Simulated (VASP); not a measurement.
```
CELL_PARAMETERS angstrom
      0.00000     2.39440     2.39440
      2.39440     0.00000     2.39440
      2.39440     2.39440     0.00000
ATOMIC_POSITIONS crystal
  Ca 0.00000 0.00000 0.00000
  O  0.50000 0.50000 0.50000
```

All values below come from AM05 GGA, VASP's PBE PAW potentials (set 64) (plane waves; VASP 6.6.1). Settings: 520 eV cut-off, Gaussian smearing of 0.050 eV, potentials Ca_sv O.

### Question
Estimate the band gap (along the path) with the smallest direct gap where there is one.

### Answer

* **band gap (along the path)**: 3.57 eV
* **smallest direct gap (along the path)**: 3.94 eV

Total energies compare only between runs with the same potentials, cut-off and functional.

The compound is CaO in the rock salt structure. It was relaxed first.
